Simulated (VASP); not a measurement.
VASP ran on this input.

**INCAR**
```
SYSTEM = Lu
PREC = Accurate
ENCUT = 400
EDIFF = 1E-6
NELM = 100
ALGO = Normal
LREAL = .FALSE.
LASPH = .TRUE.
ISMEAR = 1
SIGMA = 0.1
GGA = PE
LMAXMIX = 6
LWAVE = .FALSE.
LCHARG = .FALSE.
ISIF = 2
```

**POSCAR**
```
Lu
1
    1.7850000000     3.0917110000     0.0000000000
    1.7850000000    -3.0917110000     0.0000000000
    0.0000000000     0.0000000000     5.6610000000
Lu
2
Direct
  0.6666670000   0.3333330000   0.2500000000
  0.3333330000   0.6666670000   0.7500000000
```

### KPOINTS
```
Automatic mesh
0
Gamma
9 9 5
0 0 0
```

POTCAR, in this order: Lu_3 (PBE.64 set). Program: vasp_std.

Output of the run:

**standard output**
```
 -----------------------------------------------------------------------------
|                                                                             |
|     EEEEEEE  RRRRRR   RRRRRR   OOOOOOO  RRRRRR      ###     ###     ###     |
|     E        R     R  R     R  O     O  R     R     ###     ###     ###     |
|     E        R     R  R     R  O     O  R     R     ###     ###     ###     |
|     EEEEE    RRRRRR   RRRRRR   O     O  RRRRRR       #       #       #      |
|     E        R   R    R   R    O     O  R   R                               |
|     E        R    R   R    R   O     O  R    R      ###     ###     ###     |
|     EEEEEEE  R     R  R     R  OOOOOOO  R     R     ###     ###     ###     |
|                                                                             |
|     ERROR: the triple product of the basis vectors is negative exchange     |
|     two basis vectors                                                       |
|                                                                             |
|       ---->  I REFUSE TO CONTINUE WITH THIS SICK JOB ... BYE!!! <----       |
|                                                                             |
 -----------------------------------------------------------------------------
```

From input and log, find the fault in this run and mend it.

The cause: the lattice vectors form a left-handed set. VASP stops with an error: ERROR: the triple product of the basis vectors is negative exchange two basis vectors ----> I REFUSE TO CONTINUE WITH THIS SICK JOB ... BYE!!! <---- To mend it, correct POSCAR.
### POSCAR
```
Lu
1
    1.7850000000    -3.0917110000     0.0000000000
    1.7850000000     3.0917110000     0.0000000000
    0.0000000000     0.0000000000     5.6610000000
Lu
2
Direct
  0.3333330000   0.6666670000   0.2500000000
  0.6666670000   0.3333330000   0.7500000000
```
The mended run (PBE GGA, plane waves, VASP's PBE PAW potentials (set 64)) converges, and its OSZICAR ends with
```
   1 F= -.88748515E+01 E0= -.88743098E+01  d E =-.162520E-02
```

The compound is Lu in the hcp structure. The cell was not relaxed at this level.
